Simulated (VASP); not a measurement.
# ZrC: interstitial H from one void to a neighbouring one

Wanted: the minimum-energy path in ZrC for this move: interstitial H from one void to a neighbouring one. The start is a cell from a database of measured crystal structures.

Main program and level: VASP 6.6.1; PBE; plane waves and PAW (Zr_sv, C), in the first sound run; inputs show where later runs differ.

Most raw output is cut from this account.

The database entry behind the starting cell differs from later determinations by our own check (an axis about 0.7 % long against later determinations), so it need not match the best structure at ambient conditions.

## Step 1: The host crystal

It takes space group Fm-3m (No. 225, cubic). Conventional cell: a = 4.730 Å, b = 4.730 Å, c = 4.730 Å, α = 90.00°, β = 90.00°, γ = 90.00°. Zr has 6 C at 2.37 Å nearest. C has 6 Zr at 2.37 Å nearest. Farther neighbours are not listed.

As a file:

```
Zr C
1.0
     0.00000    2.36500    2.36500
     2.36500    0.00000    2.36500
     2.36500    2.36500    0.00000
Zr C
1 1
Cartesian
  2.3650 2.3650 2.3650
  0.0000 0.0000 0.0000
```

## Step 2: Relax the host

The later steps need the crystal at this functional's own lattice; a raised cutoff keeps the stress reliable while the cell changes.

The input, INCAR:

```
SYSTEM = ZrC
PREC = Accurate
ENCUT = 520
EDIFF = 1E-06
NELM = 120
ISMEAR = 0
SIGMA = 0.1
LREAL = .FALSE.
ALGO = Normal
GGA = PE
NBANDS = 14
LASPH = .TRUE.
LORBIT = 11
LWAVE = .FALSE.
LCHARG = .FALSE.
KPAR = 6
IBRION = 2
NSW = 40
ISIF = 3
EDIFFG = -0.02
POTIM = 0.4
```

The input, POSCAR:

```
ZrC
1.0
    0.0000000000      2.3650000000      2.3650000000
    2.3650000000      0.0000000000      2.3650000000
    2.3650000000      2.3650000000      0.0000000000
Zr C
1 1
Direct
    0.5000000000      0.5000000000      0.5000000000
    0.0000000000      0.0000000000      0.0000000000
```

The input, KPOINTS:

```
Automatic mesh
0
Gamma
7 7 7
0 0 0
```

PAW data sets: Zr_sv and C (PBE family, release 64).

Run with:

```console
> mpirun -np 6 vasp_std
```

Run time: 7.2 s. Hardware: 6 MPI ranks of Intel Xeon Platinum 8488C (Sapphire Rapids), shared host; peak memory 0.95 GiB.

The k-mesh is coarse for a metal. The run keeps the 48 symmetry operations of its start, so it cannot find a distortion of lower symmetry.

Step by step:

```tsv
step	energy less that of the first step (eV)	largest force (eV/Å)	pressure (GPa)	volume (Å³)
1	0.0000	0.0000	-2.71	26.46
2	0.0004	0.0000	3.05	25.78
3	-0.0028	0.0000	0.01	26.13
```

```tsv
conventional cell, symmetrised	before	after	change
a (Å)	4.730	4.710	-0.4 %
b (Å)	4.730	4.710	-0.4 %
c (Å)	4.730	4.710	-0.4 %
volume (Å³/atom)	13.23	13.06	-1.2 %
```

The relaxed structure:

```
Zr C
1.0
     0.00000    2.35512    2.35512
     2.35512    0.00000    2.35512
     2.35512    2.35512    0.00000
Zr C
1 1
Direct
  0.50000 0.50000 0.50000
  0.00000 0.00000 0.00000
```

Numbers from this step:

```yaml
electronic_cycles: 28
electrons: 16
free_energy_toten: -19.46 eV
energy_at_zero_smearing: -19.46 eV
fermi_energy: 9.490 eV
labelled_metallic_from_the_levels_on_this_mesh: yes
```

The run ended after 3 ionic steps, 0.003 eV below its first step, once forces and stress met EDIFFG = -0.02.

## Step 3: Relax the start

This step: PBE; plane waves and PAW (Zr_sv, C, H) (VASP 6.6.1).

System of this step: Zr24HC24. The cell holds 49 atoms: 24 Zr, 24 C and 1 H. Cell: a = 8.812 Å, b = 13.323 Å, c = 9.992 Å, α = 60.0°, β = 55.5°, γ = 40.9°. It derives from ZrC. Nearest the centre at fractional (0.000, 0.000, 0.167): H49 at 1.14 Å, C25 at 1.67 Å, C26 at 1.67 Å, Zr10 at 1.67 Å, Zr13 at 1.68 Å, C35 at 2.87 Å, C38 at 2.87 Å, C46 at 2.87 Å.

A path needs two true minima; the start is relaxed with symmetry off.

The input, INCAR:

```
SYSTEM = Zr24HC24
PREC = Normal
ENCUT = 400
EDIFF = 1E-05
NELM = 120
ISMEAR = 1
SIGMA = 0.15
LREAL = Auto
ALGO = Fast
GGA = PE
NBANDS = 228
LASPH = .TRUE.
LORBIT = 11
LWAVE = .FALSE.
LCHARG = .FALSE.
KPAR = 6
IBRION = 2
NSW = 60
ISIF = 2
EDIFFG = -0.05
POTIM = 0.4
MAXMIX = 40
ISYM = 0
```

The input, POSCAR:

```
Zr24HC24
1.0
    2.3551177137      4.7102354274      7.0653531411
    9.4204708548      0.0000000000      9.4204708548
    7.0653531411      7.0653531411      0.0000000000
Zr C H
24 24 1
Direct
    0.2517121671      0.0619174045      0.1678509886
    0.2556364224      0.0592203525      0.4988051893
    0.2531477062      0.0609132207      0.8328798421
    0.2505965790      0.3132132572      0.1663494027
    0.2501940982      0.3113308696      0.4994094496
    0.2481920631      0.3132350564      0.8346510665
    0.2511312776      0.5616688279      0.1651844437
    0.2554697713      0.5605349837      0.5000166115
    0.2513744051      0.5610981487      0.8270698054
    0.2518112796      0.8116029226      0.1660639094
    0.2423412225      0.8174424141      0.5019580380
    0.2484438034      0.8150748550      0.8362014295
    0.7479478647      0.1893946352      0.1633695261
    0.7457123315      0.1892652365      0.4993841620
    0.7479385788      0.1888374352      0.8320332917
    0.7487979615      0.4373266534      0.1675687602
    0.7513126036      0.4371967199      0.5016475705
    0.7522258813      0.4347660138      0.8339205114
    0.7477995137      0.6910918116      0.1650997330
    0.7467250365      0.6892898027      0.4986484570
    0.7483790639      0.6866304812      0.8351861519
    0.7517837919      0.9351712298      0.1660424390
    0.7476120653      0.9357905159      0.5037419396
    0.7514282344      0.9357971640      0.8358478034
    0.0038565056     -0.0023543031     -0.0004416160
   -0.0057808513      0.0011896847      0.3362100269
    0.0009330880      0.0009462245      0.6647825956
   -0.0064108158      0.2522707374     -0.0003425919
   -0.0017924102      0.2499850478      0.3364524943
    0.0019426347      0.2495374633      0.6666328686
   -0.0015170896      0.5009364932      0.0017374307
   -0.0019877210      0.4967121458      0.3376469875
   -0.0026616367      0.4989701602      0.6685345050
   -0.0002582670      0.7520247017     -0.0016714128
    0.0042749221      0.7493814575      0.3323775673
   -0.0058871141      0.7512003824      0.6681124926
    0.4945793766      0.1276036193      0.0032987125
    0.5010964926      0.1259867593      0.3320605073
    0.4984400815      0.1246528603      0.6677455335
    0.4982218609      0.3777473117     -0.0017411558
    0.4882917683      0.3785452800      0.3368228697
    0.5019746236      0.3713940327      0.6725626231
    0.5021207923      0.6216245235      0.0002533416
    0.5014647041      0.6250309316      0.3313714426
    0.5010756404      0.6238184832      0.6667361802
    0.4990965317      0.8736598684     -0.0003030248
    0.4952799056      0.8762198166      0.3332987181
    0.4966794695      0.8773759620      0.6687298044
    0.1225353062      0.0291411093      0.0837851363
```

The input, KPOINTS:

```
Automatic mesh
0
Gamma
3 2 2
0 0 0
```

PAW data sets: Zr_sv, C and H (PBE family, release 64).

Run with:

```console
> mpirun -np 6 vasp_std
```

Wall time 31 min (6 MPI ranks); peak memory 5.1 GiB.

This run has no spin polarisation. Its electron count is odd, so without a moment it is a metal by construction.

Relaxation path:

```tsv
step	energy less that of the first step (eV)	largest force (eV/Å)
1	0.0000	1.1756
2	-0.3067	0.3618
3	-0.3210	0.2960
4	-0.3570	0.1033
5	-0.3598	0.1023
6	-0.3638	0.0511
7	-0.3638	0.0584
8	-0.3649	0.0422
```

The atoms that moved most (Å):

```tsv
atom	dx	dy	dz	length
Zr9	0.055	0.035	-0.001	0.065
C42	-0.011	-0.053	0.016	0.056
C41	-0.027	0.027	0.039	0.054
Zr11	-0.042	0.023	0.003	0.048
C32	0.005	-0.024	0.040	0.047
Zr12	-0.043	-0.012	-0.016	0.047
Zr13	0.029	0.016	-0.024	0.041
C28	0.012	0.016	0.032	0.038
```

Numbers from this step:

```
electronic cycles       : 80
electrons               : 385
free energy (TOTEN)     : -469.4698 eV
energy at zero smearing : -469.4700 eV
Fermi energy            : 9.620 eV
```

The run ended after 8 ionic steps, 0.365 eV below its first step, once the forces on the free atoms met EDIFFG = -0.05.

## Step 4: Relax the end

The end state is relaxed in the same way, so that both ends share their errors.

INCAR is that of step 3.

The input, POSCAR:

```
Zr24HC24
1.0
    2.3551177137      4.7102354274      7.0653531411
    9.4204708548      0.0000000000      9.4204708548
    7.0653531411      7.0653531411      0.0000000000
Zr C H
24 24 1
Direct
    0.2472357441      0.0621119631      0.1693089427
    0.2447351751      0.0642065249      0.5018385303
    0.2545374165      0.0625517549      0.8292028665
    0.2482968737      0.3092386663      0.1682552134
    0.2514106939      0.3109395348      0.5016059534
    0.2533140971      0.3115008747      0.8317792771
    0.2532227344      0.5605270193      0.1701016881
    0.2508363326      0.5617188335      0.4990858337
    0.2500747324      0.5628132866      0.8331985115
    0.2540884151      0.8082134965      0.1662894997
    0.2566413578      0.8103157124      0.4973777198
    0.2473162931      0.8125336428      0.8355786673
    0.7433536159      0.1900660243      0.1735893506
    0.7485391092      0.1852949177      0.5012201407
    0.7512707828      0.1891503297      0.8311866441
    0.7422896900      0.4433712686      0.1641319974
    0.7561466383      0.4332469161      0.4990433099
    0.7504562406      0.4410396430      0.8300141085
    0.7442422638      0.6926098021      0.1674910943
    0.7486924125      0.6857936976      0.5008050052
    0.7433497829      0.6918590662      0.8350233406
    0.7470524700      0.9392025786      0.1667986271
    0.7484281814      0.9361937596      0.5006700897
    0.7497821110      0.9369549044      0.8328929378
    0.0008564736      0.0009567398     -0.0014006712
   -0.0010153102     -0.0006498721      0.3336233907
   -0.0004653547      0.0014504152      0.6633974847
    0.0016048163      0.2495590771     -0.0031811843
   -0.0059911101      0.2502063583      0.3361947960
   -0.0033402387      0.2495066426      0.6696282426
   -0.0055148199      0.5017451769      0.0016919330
   -0.0001519609      0.5005441487      0.3329294416
    0.0059770251      0.4942377651      0.6678118900
    0.0038293147      0.7463747520     -0.0008011107
   -0.0015375182      0.7510263077      0.3333970108
   -0.0006659670      0.7519404639      0.6649970833
    0.4993147803      0.1256774574     -0.0020050232
    0.4967376569      0.1256155967      0.3348597704
    0.4927583694      0.1282426611      0.6665114316
    0.4970859460      0.3772449733     -0.0019100684
    0.5000824005      0.3729960667      0.3358224757
    0.4968186826      0.3721684917      0.6697306873
    0.4903857713      0.6306612054      0.0044318048
    0.4943094395      0.6254901291      0.3370142877
    0.4995297564      0.6243974305      0.6694014932
    0.4997002373      0.8732954487      0.0015755256
    0.4980594968      0.8750224710      0.3351911593
    0.5006179602      0.8726779768      0.6656160675
   -0.1251597379     -0.0259975806      0.2505143566
```

KPOINTS is that of step 3.

Run with:

```console
> mpirun -np 6 vasp_std
```

It took 41 min on 6 MPI ranks; peak memory 5.2 GiB.

Relaxation path:

```tsv
step	energy less that of the first step (eV)	largest force (eV/Å)
1	0.0000	1.4644
2	-0.3879	0.3949
3	-0.4012	0.3157
4	-0.4494	0.1221
5	-0.4512	0.1496
6	-0.4575	0.0960
7	-0.4576	0.0960
8	-0.4595	0.0847
9	-0.4599	0.0766
10	-0.4607	0.0665
11	-0.4609	0.0591
12	-0.4615	0.0484
```

The atoms that moved most (Å):

```tsv
atom	dx	dy	dz	length
C43	-0.064	0.014	0.012	0.066
Zr13	-0.037	-0.040	0.033	0.064
Zr16	-0.019	0.055	-0.002	0.059
C33	0.034	-0.041	0.006	0.053
Zr19	-0.042	0.023	-0.014	0.050
H49	-0.034	0.004	-0.035	0.049
Zr7	-0.010	-0.047	-0.009	0.049
Zr3	0.024	0.006	-0.042	0.048
```

This step gave:

```yaml
electronic_cycles: 114
free_energy_toten: -469.4695 eV
energy_at_zero_smearing: -469.4697 eV
```

The run ended after 12 ionic steps, 0.461 eV below its first step, once the forces on the free atoms met EDIFFG = -0.05.

(Part 1 of 2 ends here.)

[Lines on the potential files, build, host, timing and source positions are cut from VASP's logs without a mark.]

[Logs are printed without paths, hosts, clocks, repeated set-up lines and the standing remarks that a program may print on its own settings, such as how far it seeks lower states.]

[Hosts, paths, dates, database ids (printed as entryN), source tags and the programs' standing remarks are cut or masked in the printed files.]

[Runs that stopped without an error message from VASP are left out.]
